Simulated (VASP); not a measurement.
Molecule: H2, in a box.

```
H
1.0
    11.17151    0.00000    0.00000
     0.00000   11.67151    0.00000
     0.00000    0.00000   12.17151
H
2
Direct
  0.50298 0.48780 0.52759
  0.49722 0.51966 0.47427
```

Base run:

| Item | Value |
| --- | --- |
| Program | VASP 6.6.1 |
| Functional | optB86b-vdW |
| Potentials or basis | VASP PAW PBE potentials, release 64 (H) |
| Cutoff | 400 eV |
| k mesh | 1 × 1 × 1 |
| Occupations | gaussian, width 0.01 eV |
| Spin | no spin polarisation |

Its results: gap between the frontier levels 9.98 eV; largest force 0.018 eV/Å.

Question: After a change of settings the same cell gave: gap between the frontier levels 10.03 eV; largest force 0.286 eV/Å. Which change was it?
A. functional from optB86b-vdW to PBEsol
B. functional from optB86b-vdW to RPBE
C. functional from optB86b-vdW to RPBE; dispersion from none to D3(BJ)

Answer: A.

Caveats: the PAW data sets were made with another functional, which shifts forces and pressure a little.

Runs at the PBE level aren't shown here.
